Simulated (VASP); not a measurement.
Input:

```xyz
2
Lattice="0.0000 2.8779 2.8779 2.8779 0.0000 2.8779 2.8779 2.8779 0.0000" Properties=species:S:1:pos:R:3 pbc="T T T"
Zn     0.0000     0.0000     0.0000
Se     1.4389     1.4389     1.4389
```

All values below come from r2SCAN+rVV10, VASP's PBE PAW potentials (set 64) (plane waves; VASP). Run with 520 eV cut-off, 8×8×8 Γ-centred mesh, Gaussian smearing of 0.050 eV, potentials Zn Se.

Task: Give the stress tensor in GPa (positive for a compressed cell).

Result: 
```
-3.42   0.00   0.00
 0.00  -3.42   0.00
 0.00   0.00  -3.42
```
The pressure is its mean diagonal, -3.42 GPa.

The compound is ZnSe in the zinc blende structure. This cell is one point of a volume scan, at 1.06 of the reference volume.
